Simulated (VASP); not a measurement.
```yaml
crystal:
  lattice:
    - [3.62137, 0.00000, 0.00000]
    - [-1.81068, 3.13620, 0.00000]
    - [0.00000, 0.00000, 16.94733]
  atoms:
    - { symbol: Zr, position: [0.00000, 0.00000, 0.50000] }
    - { symbol: S, position: [0.33333, 0.66667, 0.58696] }
    - { symbol: S, position: [0.66667, 0.33333, 0.41304] }
```

The numbers are results of PBE GGA, VASP's PBE PAW potentials (set 64) (plane waves; VASP), not measurements. Numerical set-up: 300 eV cut-off, 6×6×1 Γ-centred mesh, Gaussian smearing of 0.050 eV, potentials Zr_sv S.

The cell holds a wide vacuum, so values per volume refer to the whole cell.

Q: Predict the energy per atom (σ→0), largest force, band gap (on the k-mesh) with the smallest direct gap where there is one.

A: 
The band gap (on the k-mesh) is 1.00 eV and the smallest direct gap (on the k-mesh) is 1.67 eV. The energy per atom (σ→0) is -7.131 eV/atom and the largest force is 0.065 eV/Å.

The cell is a sheet with vacuum, built from a generated structure.
